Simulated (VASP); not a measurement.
Computed with vdW-DF2, VASP's PBE PAW potentials (set 64) (plane waves; VASP).

VASP input:

**INCAR**
```
AGGAC  =  0.0
ALGO  =  Normal
EDIFF  =  1E-6
EDIFFG  =  -0.01
ENCUT  =  520
GGA  =  ML
IBRION  =  2
ISIF  =  3
ISMEAR  =  0
LASPH  =  .TRUE.
LCHARG  =  .FALSE.
LREAL  =  .FALSE.
LUSE_VDW  =  .TRUE.
LWAVE  =  .FALSE.
NELM  =  100
NSW  =  60
PREC  =  Accurate
SIGMA  =  0.05
SYSTEM  =  BN
ZAB_VDW  =  -1.8867
```

File POSCAR:
```
BN
1.0
  0.0000000000   1.8289030945   1.8289030945
  1.8289030945   0.0000000000   1.8289030945
  1.8289030945   1.8289030945   0.0000000000
B N
1 1
Direct
  0.0000000000   0.0000000000   0.0000000000
  0.2500000000   0.2500000000   0.2500000000
```

KPOINTS:
```
Automatic mesh
0
Gamma
11 11 11
0 0 0
```

POTCAR, in this order: B N (PBE.64 set). Program: vasp_std.

Task: What does the run give for the energy per atom (σ→0)?

Result: 
```
Item                           Result
---------------------  --------------
energy per atom (σ→0)  -7.276 eV/atom
```

**OSZICAR**
```
...
DAV:   6    -0.146131052582E+02    0.11255E+01   -0.56483E+00  1160   0.175E+01    0.321E+00
DAV:   7    -0.145669325533E+02    0.46173E-01   -0.10323E-01  1168   0.374E+00    0.197E+00
DAV:   8    -0.145518294900E+02    0.15103E-01   -0.10673E-01  1160   0.316E+00    0.229E-01
DAV:   9    -0.145518146948E+02    0.14795E-04   -0.15502E-03   912   0.475E-01    0.121E-01
DAV:  10    -0.145520014630E+02   -0.18677E-03   -0.27086E-04   912   0.236E-01    0.192E-02
DAV:  11    -0.145520077684E+02   -0.63054E-05   -0.15277E-05  1024   0.443E-02    0.746E-03
DAV:  12    -0.145520072596E+02    0.50879E-06   -0.26281E-06   760   0.153E-02
   1 F= -.14552007E+02 E0= -.14552007E+02  d E =-.145520E+02
```

The compound is BN in the zinc blende structure. It was relaxed first. The start is the result of an earlier pass.
